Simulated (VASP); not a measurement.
Calculation: PBE GGA, VASP's PBE PAW potentials (set 64) (plane waves; VASP 6.6.1).

A VASP calculation is set up with these files.

POSCAR:
```
In
1
   -1.7088141017     1.7088141017     2.5334199760
    1.7088141017    -1.7088141017     2.5334199760
    1.7088141017     1.7088141017    -2.5334199760
In
1
Direct
  1.0000000000   1.0000000000   0.0000000000
```

KPOINTS:
```
Automatic
0
gamma
 14 14 14
```

INCAR:
```
SYSTEM = In
PREC = Accurate
ENCUT = 480
EDIFF = 1E-7
NELM = 100
ALGO = Normal
LREAL = .FALSE.
LASPH = .TRUE.
ISMEAR = 1
SIGMA = 0.1
GGA = PE
LMAXMIX = 4
LWAVE = .FALSE.
LCHARG = .FALSE.
ISIF = 2
```

POTCAR, in this order: In_d (PBE.64 set). Program: vasp_std.

Output

### OUTCAR
```
 ion  position               nearest neighbor table
   1  0.000  0.000  0.000-
  LATTYP: Found a body centered tetragonal cell.
 ALAT       =     3.4176282034
 C/A-ratio  =     1.4825603168
 Subroutine PRICEL returns:
 Original cell was already a primitive cell.
 Subroutine GETGRP returns: Found 16 space group operations
The static configuration has the point symmetry D_4h.
The dynamic configuration has the point symmetry D_4h.
 Subroutine INISYM returns: Found 16 space group operations
 Subroutine IBZKPT returns following result:
 Found    244 irreducible k-points:

 Following reciprocal coordinates:
            Coordinates               Weight
  0.000000  0.000000  0.000000      1.000000
  0.071429  0.000000  0.000000      8.000000
  0.142857  0.000000 -0.000000      8.000000
  0.214286  0.000000  0.000000      8.000000
  0.285714  0.000000  0.000000      8.000000
  0.357143 -0.000000  0.000000      8.000000
  0.428571  0.000000  0.000000      8.000000
  0.500000 -0.000000  0.000000      4.000000
  0.071429  0.071429 -0.000000      8.000000
  0.142857  0.071429 -0.000000     16.000000
  0.214286  0.071429 -0.000000     16.000000
  0.285714  0.071429 -0.000000     16.000000
  0.357143  0.071429  0.000000     16.000000
  0.428571  0.071429  0.000000     16.000000
  0.500000  0.071429  0.000000     16.000000
 -0.428571  0.071429  0.000000     16.000000
 -0.357143  0.071429 -0.000000     16.000000
 -0.285714  0.071429  0.000000     16.000000
 -0.214286  0.071429  0.000000     16.000000
 -0.142857  0.071429  0.000000     16.000000
 -0.071429  0.071429  0.000000      4.000000
  0.142857  0.142857 -0.000000      8.000000
  0.214286  0.142857  0.000000     16.000000
  0.285714  0.142857 -0.000000     16.000000
  0.357143  0.142857  0.000000     16.000000
  0.428571  0.142857 -0.000000     16.000000
  0.500000  0.142857 -0.000000     16.000000
 -0.428571  0.142857  0.000000     16.000000
 -0.357143  0.142857 -0.000000     16.000000
 -0.285714  0.142857 -0.000000     16.000000
 -0.214286  0.142857 -0.000000     16.000000
 -0.142857  0.142857  0.000000      4.000000
  0.214286  0.214286 -0.000000      8.000000
  0.285714  0.214286 -0.000000     16.000000
  0.357143  0.214286 -0.000000     16.000000
  0.428571  0.214286  0.000000     16.000000
  0.500000  0.214286 -0.000000     16.000000
 -0.428571  0.214286  0.000000     16.000000
 -0.357143  0.214286 -0.000000     16.000000
 -0.285714  0.214286 -0.000000     16.000000
   k-points           NKPTS =    244   k-points in BZ     NKDIM =    244   number of bands    NBANDS=     10
   number of dos      NEDOS =    301   number of ions     NIONS =      1
   total plane-waves  NPLWV =  21952
   dimension x,y,z NGX =    28 NGY =   28 NGZ =   28
   dimension x,y,z NGXF=    56 NGYF=   56 NGZF=   56
   ions per type =               1
   PREC   = accura    normal or accurate (medium, high low for compatibility)
   ISTART =      0    job   : 0-new  1-cont  2-samecut
   ICHARG =      2    charge: 1-file 2-atom 10-const
   ISPIN  =      1    spin polarized calculation?
   LNONCOLLINEAR =      F non collinear calculations
   LSORBIT =      F    spin-orbit coupling
   INIWAV =      1    electr: 0-lowe 1-rand  2-diag
   ENCUT  =  480.0 eV  35.28 Ry    5.94 a.u.   6.25  6.25  6.25*2*pi/ulx,y,z
   NELM   =    100;   NELMIN=  2; NELMDL= -5     # of ELM steps
   EDIFF  = 0.1E-06   stopping-criterion for ELM
   LREAL  =      F    real-space projection
   NLSPLINE    = F    spline interpolate recip. space projectors
   LMAXMIX     =    4 max onsite mixed and CHGCAR
...
```

**OSZICAR**
```
       N       E                     dE             d eps       ncg     rms          rms(c)
DAV:   1     0.686225422408E+02    0.68623E+02   -0.62003E+03  4894   0.148E+03
DAV:   2     0.280503212031E+00   -0.68342E+02   -0.67438E+02  4974   0.279E+02
DAV:   3    -0.249558697786E+01   -0.27761E+01   -0.27656E+01  5662   0.648E+01
DAV:   4    -0.256113543884E+01   -0.65548E-01   -0.65531E-01  6288   0.103E+01
DAV:   5    -0.256369597298E+01   -0.25605E-02   -0.25604E-02  5820   0.164E+00    0.174E+00
DAV:   6    -0.254688706439E+01    0.16809E-01   -0.35311E-02  5628   0.391E+00    0.874E-01
DAV:   7    -0.254394863601E+01    0.29384E-02   -0.11667E-02  5616   0.207E+00    0.211E-01
DAV:   8    -0.254382940078E+01    0.11924E-03   -0.69711E-04  5680   0.525E-01    0.269E-02
DAV:   9    -0.254383657979E+01   -0.71790E-05   -0.14549E-05  6406   0.556E-02    0.111E-02
DAV:  10    -0.254383763879E+01   -0.10590E-05   -0.12922E-06  5216   0.121E-02    0.232E-03
DAV:  11    -0.254383763950E+01   -0.70554E-09   -0.86558E-08  3622   0.329E-03
   1 F= -.25438376E+01 E0= -.25437707E+01  d E =-.200796E-03
```

### OUTCAR
```
------------------------ aborting loop because EDIFF is reached ----------------------------------------
  FORCE on cell =-STRESS in cart. coord.  units (eV):
  Direction    XX          YY          ZZ          XY          YZ          ZX
  --------------------------------------------------------------------------------------
  Total       -0.4638764     -0.4638764     -0.3481956      0.0000000     -0.0000000      0.0000000
  in kB      -25.1163208    -25.1163208    -18.8528518      0.0000000     -0.0000000      0.0000000
  external PRESSURE =     -23.0284978 kB  Pullay stress =       0.0000000 kB
  volume of cell :       29.59
      direct lattice vectors                 reciprocal lattice vectors
    -1.708814102  1.708814102  2.533419976     0.000000000  0.292600582  0.197361671
     1.708814102 -1.708814102  2.533419976     0.292600582  0.000000000  0.197361671
     1.708814102  1.708814102 -2.533419976     0.292600582  0.292600582  0.000000000
 POSITION                                       TOTAL-FORCE (eV/Angst)
 -----------------------------------------------------------------------------------
      0.00000      0.00000      0.00000         0.000000     -0.000000      0.000000
 -----------------------------------------------------------------------------------
    total drift:                                0.000000      0.000000      0.000000
  FREE ENERGIE OF THE ION-ELECTRON SYSTEM (eV)
  ---------------------------------------------------
  free  energy   TOTEN  =        -2.5438376395 eV

  energy  without entropy=       -2.5436368432  energy(sigma->0) =       -2.54377071
```
(Selected blocks of OUTCAR.)

File OUTCAR:
```
 val. band max:        6.2227089251   @ k =   0.3571   0.3571   0.0000

 cond. band min:       6.2323860337   @ k =  -0.2143  -0.3571   0.0714


 Fermi energy:         6.2256076015

 k-point     1 :       0.0000    0.0000    0.0000
  band No.  band energies     occupation
      1      -8.3621      2.00000
      2      -8.3146      2.00000
      3      -8.3146      2.00000
      4      -8.2347      2.00000
      5      -8.1860      2.00000
      6      -2.5362      2.00000
      7      15.6679      0.00000
      8      15.6679      0.00000
      9      15.7526      0.00000
     10      17.4707      0.00000

 k-point     2 :       0.0714    0.0000    0.0000
  band No.  band energies     occupation
      1      -8.3569      2.00000
      2      -8.3138      2.00000
      3      -8.3086      2.00000
      4      -8.2342      2.00000
      5      -8.1877      2.00000
      6      -2.4350      2.00000
      7      14.4953      0.00000
      8      15.5105      0.00000
      9      15.5304      0.00000
     10      17.1652      0.00000

 k-point     3 :       0.1429    0.0000   -0.0000
  band No.  band energies     occupation
      1      -8.3471      2.00000
      2      -8.3121      2.00000
      3      -8.2942      2.00000
      4      -8.2279      2.00000
      5      -8.1897      2.00000
      6      -2.1297      2.00000
      7      12.3227      0.00000
      8      15.0258      0.00000
      9      15.2180      0.00000
     10      16.9847      0.00000

 k-point     4 :       0.2143    0.0000    0.0000
  band No.  band energies     occupation
      1      -8.3434      2.00000
      2      -8.3140      2.00000
      3      -8.2826      2.00000
      4      -8.2052      2.00000
      5      -8.1833      2.00000
      6      -1.6174      2.00000
      7      10.1027      0.00000
      8      14.4915      0.00000
      9      14.8775      0.00000
     10      16.8716      0.00000

 k-point     5 :       0.2857    0.0000    0.0000
...
```

Unless said otherwise, spin-orbit coupling is left out, though it shifts the bands of the heavy elements here.

The compound is In in the bct structure. This cell was strained or had an atom moved on purpose.
